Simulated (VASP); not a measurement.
These are PBE GGA, VASP's PBE PAW potentials (set 64) (plane waves; VASP) values and carry that method's errors.

VASP input:

### POSCAR
```
ZnO
1
    1.6454688832    -2.8500361621     0.0000000000
    1.6454688832     2.8500361621    -0.0000000000
    0.0000000000     0.0000000000     5.2763080582
Zn O
2 2
Direct
  0.6666670000   0.3333330000   0.5002389127
  0.3333330000   0.6666670000   0.0002389127
  0.6666670000   0.3333330000   0.8817610873
  0.3333330000   0.6666670000   0.3817610873
```

**INCAR**
```
! general
SYSTEM =ZnO
PREC   =Accurate
ENCUT  =480   ! plane-wave cut-off (eV)
LREAL  =.False.
LASPH  =.True.   ! aspherical one-centre terms

! electronic loop
EDIFF  =1E-6   ! SCF stop (eV)
NELM   =100   ! most electronic steps
ALGO   =Normal   ! blocked Davidson
LMAXMIX=4   ! l cut-off of mixed one-centre charges

! smearing
ISMEAR =0
SIGMA  =0.05

! functional
GGA    =PE   ! PBE

! ions
IBRION =2   ! conjugate gradients
NSW    =60
ISIF   =3   ! ions, shape and volume
EDIFFG =-0.02   ! ionic stop

! output
LWAVE  =.False.
LCHARG =.False.
```

File KPOINTS:
```
K-points
0
Gamma
7 7 4
0 0 0
```

POTCAR, in this order: Zn O (PBE.64 set). Program: vasp_std.

Estimate the energy per atom (σ→0), volume per atom.

```yaml
energy per atom (σ→0): -4465 meV/atom
volume_per_atom: 12.39 Å^3/atom
```

**OSZICAR**
```
...
   3 F= -.17861565E+02 E0= -.17861565E+02  d E =-.307041E-03
       N       E                     dE             d eps       ncg     rms          rms(c)
DAV:   1    -0.178621921304E+02   -0.62705E-03   -0.40356E-02  1064   0.210E+00    0.171E-01
DAV:   2    -0.178618237632E+02    0.36837E-03   -0.23401E-03  1444   0.809E-01    0.765E-02
DAV:   3    -0.178617455002E+02    0.78263E-04   -0.61196E-05  1514   0.184E-01    0.421E-02
DAV:   4    -0.178617190083E+02    0.26492E-04   -0.47294E-05  1330   0.869E-02    0.592E-03
DAV:   5    -0.178617193576E+02   -0.34928E-06   -0.81667E-06  1092   0.309E-02
   4 F= -.17861719E+02 E0= -.17861719E+02  d E =-.154109E-03
```

The compound is ZnO in the wurtzite structure. This run relaxes it. Symmetry was kept, so distortions that lower it aren't found. The start is the result of an earlier pass.
